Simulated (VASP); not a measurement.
Here is a VASP 6.6.1 calculation.

Contents of INCAR:

```
SYSTEM = CaH12Cl2O6
ALGO = Normal ; EDIFF = 1E-6
ENCUT = 520 ; GGA = CA
ISIF = 2 ; ISMEAR = -1
LASPH = .True. ; LCHARG = .False.
LREAL = Auto ; LWAVE = .False.
NBANDS = 52 ; NELM = 60
PREC = Accurate ; SIGMA = 0.05
```

The input KPOINTS:

```
k-points
0
Gamma
  1 1 1
  0 0 0
```

File POSCAR:

```
CaH12Cl2O6
1.0
    6.8384790000      0.0000000000      0.0000000000
    0.0000000000      6.8384790000      0.0000000000
    0.0000000000      0.0000000000      6.8384790000
O H Ca Cl
6 12 1 2
Direct
    1.1842253226      0.3105076436      0.3733432537
    0.5206567133      0.1232145335      0.0560212293
    0.6503639186      0.7409834848      0.9916093915
    0.6110276861      0.8485658872      0.5118974556
    0.1635597623      0.6336789219      0.6231502648
    0.3502094545      0.7731397581      0.2374797086
    1.1563243815      0.4247143261      0.4576310024
    1.0617711921      0.2673840192      0.3120723190
    0.5439806132     -0.0047525188     -0.0108503660
    0.5092506682      0.2145652564     -0.0511224791
    0.6437835080      0.6530691986      0.8819066345
    0.7853062062      0.7425189139      1.0412403109
    0.7513805336      0.8487121186      0.4651180474
    0.5752741216      0.7185808423      0.4733801186
    0.1374867131      0.7598034592      0.5473146880
    0.3035762777      0.6063921524      0.6590793070
    0.4590933159      0.7335549323      0.1508522582
    0.2265562269      0.7331162383      0.1856406958
    0.4139809452      0.0813338756      0.3724219962
    0.9875002906      0.9120449153      0.3091038226
    0.5319457733      0.3719540559      0.6717721879
```

Potentials or basis: VASP PAW LDA potentials, release 64 (O, H, Ca_sv, Cl).

The run is started by

```console
$ cat potpaw_LDA.64/O/POTCAR potpaw_LDA.64/H/POTCAR potpaw_LDA.64/Ca_sv/POTCAR potpaw_LDA.64/Cl/POTCAR > POTCAR
$ mpirun -np 1 vasp_gam > vasp.out
```

(1) Estimate the pressure.

(2) Estimate the band gap on the k mesh.

(3) What does it give for the largest force?

Answers

(1) -0.5 GPa.

(2) 4.24 eV, direct.

(3) 1.575 eV/Å.
